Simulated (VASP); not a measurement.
These are PBEsol GGA, VASP's PBE PAW potentials (set 64) (plane waves; VASP) values and carry that method's errors. For the alloy's cell: Settings: 400 eV cut-off, 14×14×4 Γ-centred mesh, tetrahedra with Blöchl corrections, potentials Pt Al.

| end member | E (eV/atom) | V (Å³/atom) | gap (eV) |
|---|---|---|---|
| Al (fcc) | -4.0930 | 16.14 | 0.00 |
| Pt (fcc) | -6.9625 | 15.00 | 0.00 |

An ordered cell with a fraction 0.25 of the second end member relaxes to

```xyz
4
Lattice="0.0000 2.0883 2.0883 2.0883 0.0000 2.0883 7.5558 7.5558 0.7974" Properties=species:S:1:pos:R:3 pbc="T T T"
Pt     0.0000     0.0000     0.0000
Al     1.8232     1.8232     0.2651
Al     3.7779     3.7779     0.3987
Al     7.8209     7.8209     4.7089
```

Unless said otherwise, spin-orbit coupling is left out, though it shifts the bands of the heavy elements here.

Task: Estimate the mixing energy, the deviation from a linear volume and the gap.

Result: Its energy is -5.2138 eV/atom, so the mixing energy is -403 meV/atom. The volume of 15.61 Å³/atom lies -1.6 % from the linear mean. The cell is without a gap at this level.
